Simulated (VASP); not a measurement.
Take AgI (wurtzite), without spin-orbit terms, in VASP with PAW potentials, and its band gap.

Problem. One run gives 1.35 eV. Which level is it?
(A) RPBE (own cell)
(B) PBEsol (own cell)
(C) AM05 (starting cell)
(D) LDA (own cell)

Solution. C, AM05 (starting cell).  The others give 1.23 (PBEsol (own cell)), 1.13 (LDA (own cell)), 1.56 (RPBE (own cell)).

Only levels that ran to the end are used. Left out are those held back, those with too coarse a band path, GW runs whose mesh misses a band edge, hybrids' fits of cells that aren't cubic and levels without matching references; a question may draw on a part of the rest.

The compound is AgI in the wurtzite structure.
